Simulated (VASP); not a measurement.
Method: PBE GGA, VASP's PBE PAW potentials (set 64) (plane waves; VASP).

Input for VASP

INCAR:
```
ALGO = Conjugate
EDIFF = 1E-6
ENCUT = 400
GGA = PE
ISIF = 2
ISMEAR = 0
LASPH = .TRUE.
LCHARG = .FALSE.
LMAXMIX = 4
LREAL = .FALSE.
LWAVE = .FALSE.
NELM = 100
PREC = Accurate
SIGMA = 0.05
SYSTEM = NaI
```

### POSCAR
```
NaI
1
    0.0000000000     3.2350000000     3.2350000000
    3.2350000000     0.0000000000     3.2350000000
    3.2350000000     3.2350000000     0.0000000000
Na I
1 1
Direct
  0.0000000000   0.0000000000   0.0000000000
  0.5000000000   0.5000000000   0.5000000000
```

### KPOINTS
```
Automatic mesh
0
Gamma
7 7 7
0 0 0
```

POTCAR, in this order: Na_pv I (PBE.64 set). Program: vasp_std.

Output

### OUTCAR
```
 ion  position               nearest neighbor table
   1  0.000  0.000  0.000-
   2  0.500  0.500  0.500-
  LATTYP: Found a face centered cubic cell.
 ALAT       =     6.4700000000
 Subroutine PRICEL returns:
 Original cell was already a primitive cell.
 Subroutine GETGRP returns: Found 48 space group operations
The static configuration has the point symmetry O_h .
The dynamic configuration has the point symmetry O_h .
 Subroutine INISYM returns: Found 48 space group operations
 Subroutine IBZKPT returns following result:
 Found     20 irreducible k-points:

 Following reciprocal coordinates:
            Coordinates               Weight
  0.000000  0.000000  0.000000      1.000000
  0.142857  0.000000  0.000000      8.000000
  0.285714  0.000000  0.000000      8.000000
  0.428571  0.000000  0.000000      8.000000
  0.142857  0.142857  0.000000      6.000000
  0.285714  0.142857  0.000000     24.000000
  0.428571  0.142857  0.000000     24.000000
 -0.428571  0.142857  0.000000     24.000000
 -0.285714  0.142857  0.000000     24.000000
 -0.142857  0.142857  0.000000     12.000000
  0.285714  0.285714  0.000000      6.000000
  0.428571  0.285714  0.000000     24.000000
 -0.428571  0.285714  0.000000     24.000000
 -0.285714  0.285714  0.000000     12.000000
  0.428571  0.428571  0.000000      6.000000
 -0.428571  0.428571  0.000000     12.000000
  0.428571  0.285714  0.142857     24.000000
 -0.428571  0.285714  0.142857     48.000000
 -0.428571  0.428571  0.142857     24.000000
 -0.285714  0.428571  0.142857     24.000000
   k-points           NKPTS =     20   k-points in BZ     NKDIM =     20   number of bands    NBANDS=     11
   number of dos      NEDOS =    301   number of ions     NIONS =      2
   total plane-waves  NPLWV =  27000
   dimension x,y,z NGX =    30 NGY =   30 NGZ =   30
...
```

### OSZICAR
```
       N       E                     dE             d eps       ncg     rms           ort
DAV:   1     0.730164517496E+02    0.73016E+02   -0.57626E+03   220   0.102E+03
DAV:   2     0.606828034677E+00   -0.72410E+02   -0.68124E+02   220   0.219E+02
DAV:   3    -0.528752877408E+01   -0.58944E+01   -0.58587E+01   220   0.668E+01
DAV:   4    -0.544785370833E+01   -0.16032E+00   -0.16020E+00   220   0.117E+01
DAV:   5    -0.545227557444E+01   -0.44219E-02   -0.44216E-02   220   0.190E+00
SDA:   6    -0.531374412206E+01    0.13853E+00   -0.44216E-02   220   0.258E+00   0.000E+00
CGA:   7    -0.537228160996E+01   -0.58537E-01   -0.58553E-01   220   0.565E-01  -0.220E-03
CGA:   8    -0.538014549382E+01   -0.78639E-02   -0.78641E-02   220   0.100E-01   0.114E-03
CGA:   9    -0.538363850799E+01   -0.34930E-02   -0.34899E-02   220   0.199E-02   0.205E-04
CGA:  10    -0.538436106016E+01   -0.72255E-03   -0.72232E-03   220   0.706E-03   0.149E-05
CGA:  11    -0.538451215844E+01   -0.15110E-03   -0.15119E-03   220   0.225E-03   0.705E-05
CGA:  12    -0.538457458888E+01   -0.62430E-04   -0.62352E-04   220   0.329E-04   0.161E-05
CGA:  13    -0.538458423097E+01   -0.96421E-05   -0.95607E-05   220   0.738E-05   0.141E-05
CGA:  14    -0.538458628719E+01   -0.20562E-05   -0.20249E-05   220   0.229E-05   0.116E-05
CGA:  15    -0.538458708596E+01   -0.79877E-06   -0.77057E-06   220   0.930E-06   0.543E-06
   1 F= -.53845871E+01 E0= -.53845871E+01  d E =-.705738E-15
```

OUTCAR:
```
------------------------ aborting loop because EDIFF is reached ----------------------------------------
  FORCE on cell =-STRESS in cart. coord.  units (eV):
  Direction    XX          YY          ZZ          XY          YZ          ZX
  --------------------------------------------------------------------------------------
  Total        0.1488910      0.1488910      0.1488910      0.0000000      0.0000000     -0.0000000
  in kB        3.5231103      3.5231103      3.5231103      0.0000000      0.0000000     -0.0000000
  external PRESSURE =       3.5231103 kB  Pullay stress =       0.0000000 kB
  volume of cell :       67.71
      direct lattice vectors                 reciprocal lattice vectors
     0.000000000  3.235000000  3.235000000    -0.154559505  0.154559505  0.154559505
     3.235000000  0.000000000  3.235000000     0.154559505 -0.154559505  0.154559505
     3.235000000  3.235000000  0.000000000     0.154559505  0.154559505 -0.154559505
  FREE ENERGIE OF THE ION-ELECTRON SYSTEM (eV)
  ---------------------------------------------------
  free  energy   TOTEN  =        -5.3845870860 eV

  energy  without entropy=       -5.3845870860  energy(sigma->0) =       -5.38458709
```
(Selected blocks of OUTCAR.)

The compound is NaI in the rock salt structure. The cell was not relaxed at this level. The run is one of a series of settings (ALGO = Conjugate against the base run), some of them coarse on purpose.
